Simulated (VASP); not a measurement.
An input for Quantum ESPRESSO's pw.x (written as the equivalent of a VASP run, and not itself run):

```
&CONTROL
  calculation = 'vc-relax'
  pseudo_dir = './pseudo'
  outdir = './out'
  tprnfor = .true.
  tstress = .true.
  nstep = 30
  forc_conv_thr = 0.00039
/
&SYSTEM
  ibrav = 0
  nat = 3
  ntyp = 2
  ecutwfc = 74
  occupations = 'smearing'
  smearing = 'methfessel-paxton'
  degauss = 0.00735
  input_dft = 'rpbe'
/
&ELECTRONS
  conv_thr = 7.3e-09
  electron_maxstep = 100
/
&IONS
/
&CELL
  cell_dofree = 'shape'
/
ATOMIC_SPECIES
  Si 28.085 Si.upf
  W 183.840 W.upf
CELL_PARAMETERS angstrom
    -1.6531319    1.6531319    4.0240442
     1.6531319   -1.6531319    4.0240442
     1.6531319    1.6531319   -4.0240442
ATOMIC_POSITIONS crystal
  Si   0.6656416  0.6656416  1.0000000
  Si   0.3343584  0.3343584  0.0000000
  W    1.0000000  1.0000000  1.0000000
K_POINTS automatic
  13 13 13 0 0 0
```

Question: Write the VASP files for the same calculation (RPBE).

Answer: Several could match; the one computed here: 
**POSCAR**
```
WSi2
1
   -1.6531318781     1.6531318781     4.0240441915
    1.6531318781    -1.6531318781     4.0240441915
    1.6531318781     1.6531318781    -4.0240441915
Si W
2 1
Direct
  0.6656415847   0.6656415847   1.0000000000
  0.3343584153   0.3343584153   0.0000000000
  1.0000000000   1.0000000000   1.0000000000
```

File KPOINTS:
```
Automatic mesh
0
Gamma
13 13 13
0 0 0
```

**INCAR**
```
SYSTEM=WSi2
PREC=Accurate; ENCUT=520; LREAL=.FALSE.
LASPH=.TRUE.
EDIFF=1E-7; NELM=100; ALGO=Normal
LMAXMIX=6
ISMEAR=1; SIGMA=0.1
GGA=RP
IBRION=2; NSW=30; ISIF=4
EDIFFG=-0.01
LWAVE=.FALSE.; LCHARG=.FALSE.
```

POTCAR, in this order: Si W_sv (PBE.64 set). Program: vasp_std.

What does not carry over: the potentials are each code's own (VASP's PAW set, PseudoDojo norm-conserving files in pw.x), so ENCUT and ecutwfc are chosen apart and not converted; conv_thr bounds pw.x's estimated SCF error, while EDIFF bounds the energy change between steps; forc_conv_thr acts on force components and is met together with etot_conv_thr.

The compound is WSi2 in the MoSi2 type structure. This cell is one point of a volume scan, at 1.06 of the reference volume. Symmetry was kept, so distortions that lower it aren't found.
